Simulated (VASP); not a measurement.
The system is NiGe2O3.

```
Ni Ge O
1.0
     4.91837    0.00000    0.00000
    -2.45918    4.25943    0.00000
     0.00000    0.00000    3.70648
Ni Ge O
1 2 3
Direct
  0.00000 0.00000 0.00000
  0.66667 0.33333 0.00000
  0.33333 0.66667 0.00000
  0.50000 0.00000 0.50000
  0.50000 0.50000 0.50000
  0.00000 0.50000 0.50000
```

The cell was built by a generator and needn't be a form met in nature.

```yaml
Program: VASP 6.6.1
Task: relaxation of cell and atoms
Functional: PBE
Potentials_or_basis: VASP PAW PBE potentials, release 64 (Ni, Ge_d, O)
Cutoff: 520 eV
k_mesh: 3 × 3 × 4
Occupations: gaussian, width 0.15 eV
Spin: collinear spin, ferromagnetic start
Starting_moments: "[1.0, 0.0, 0.0, 0.0, 0.0, 0.0] μB"
```

At the start: pressure -4.4 GPa; volume 12.94 Å³/atom.

**Question.** Where does the relaxation end?

**Answer.** Over 9 steps the energy falls by 606.2 meV/atom and the volume is 12.29 Å³/atom (-5.0 %); space group P6/mmm (No. 191, to 0.05 Å); moment 0.00 μB per cell.

The path:
```csv
step,energy change (eV),largest force (eV/Å),pressure (GPa),volume (Å³)
1,0.0000,0.0000,-4.40,77.65
2,-1.9957,0.0000,-4.58,73.26
3,-3.3734,0.0000,10.70,67.06
4,-3.5720,0.0000,1.27,74.57
5,-3.6015,0.0000,3.45,72.76
6,-3.6133,0.0000,-2.12,75.72
7,-3.6354,0.0000,-1.00,74.27
8,-3.6352,0.0000,-0.64,74.23
9,-3.6372,0.0000,0.05,73.76
```

Final structure:
```xyz
6
Lattice="5.4388 0.0000 0.0000 -2.7194 4.7101 0.0000 0.0000 0.0000 2.8791" Properties=species:S:1:pos:R:3 pbc="T T T"
Ni    0.0000    0.0000    0.0000
Ge    2.7194    1.5700    0.0000
Ge    0.0000    3.1401    2.8791
O     2.7194    0.0000    1.4396
O     1.3597    2.3551    1.4396
O    -1.3597    2.3551    1.4396
```

Caveat: the k mesh is coarse (spacing up to 0.49 Å⁻¹), so the values aren't converged.
